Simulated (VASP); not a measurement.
Al3BiO3, 14 atoms in the cell. The structure is hexagonal, space group P6_3/m (No. 176). The conventional cell has a = 9.559 Å, b = 9.559 Å, c = 3.168 Å, α = 90.00°, β = 90.00°, γ = 120.00°. Around Al (site symmetry m) lie 3 O at 1.83 to 1.85 Å. Bi (site symmetry -6) has 3 Al at 2.77 Å and 2 Bi at 3.17 Å as nearest neighbours. O (site symmetry m) has 3 Al at 1.83 to 1.85 Å as nearest neighbours. The cell was built by a generator and needn't be a form met in nature.

```yaml
Program: VASP 6.6.1
Task: relaxation of cell and atoms
Functional: PBE
Potentials_or_basis: VASP PAW PBE potentials, release 64 (Al, Bi_d, O)
Cutoff: 520 eV
k_mesh: 4 × 4 × 10
Occupations: gaussian, width 0.1 eV
Spin: no spin polarisation
Further_INCAR_settings: ALGO = Normal; EDIFF = 1e-06; IBRION = 2; EDIFFG = -0.01; NSW = 90; ISIF = 3
```

Potentials or basis: VASP PAW PBE potentials, release 64 (Al, Bi_d, O).

Launch:

```sh
$ cat potpaw_PBE.64/Al/POTCAR potpaw_PBE.64/Bi_d/POTCAR potpaw_PBE.64/O/POTCAR > POTCAR
$ mpirun -np 4 vasp_std > vasp.out
```

Hardware: 4 MPI ranks on AMD EPYC 9R45 96-Core Processor (Zen 5), with other jobs on the host.

Question: How long does it take, and how much memory?

Answer: Run time: 24 min on 4 MPI ranks on AMD EPYC 9R45 96-Core Processor (Zen 5), with other jobs on the host, peak memory 0.53 GiB a rank. Counts: scf iterations 344, k points 24, ion steps 49.
